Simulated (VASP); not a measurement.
The cell holds one Cu (fcc) (111) slab, with vacuum along c, ions free to move until forces fall under 0.03 eV/Å, no reconstruction beyond this cell, dipole correction on.

```
Cu
1.0
    2.53168     0.00000     0.00000
   -1.26584     2.19250     0.00000
    0.00000     0.00000    25.21233
Cu
5
Cartesian
  1.26584   0.73083   8.50890
  0.00000   1.46167  10.55369
  0.00000   0.00000  12.60617
  1.26584   0.73083  14.65864
  0.00000   1.46167  16.70343
```

These are r2SCAN meta-GGA, VASP's PBE PAW potentials (set 64) (plane waves; VASP 6.6.1) values and carry that method's errors. Settings: 400 eV cut-off, 12×12×1 Γ-centred mesh, first-order Methfessel-Paxton smearing of 0.10 eV, potentials Cu.

Slab and bulk use different k-meshes, so the surface energy is good to a few per cent at best.

Problem. Predict its surface energy, work function, band gap (on the k-mesh).

Solution. 
```yaml
surface_energy: 1.57 J/m^2
work_function: 4.73 eV
band gap (on the k-mesh): none (metal, semimetal or under 0.01 eV)
```

Measured: work function 4.90 eV (computed value off by -0.17 eV), as given by Abhirup Patra et al., Proceedings of the National Academy of Sciences (2017), arXiv:1702.08515.

The cell is a thin slab with vacuum, built from Cu (fcc): (111) face.
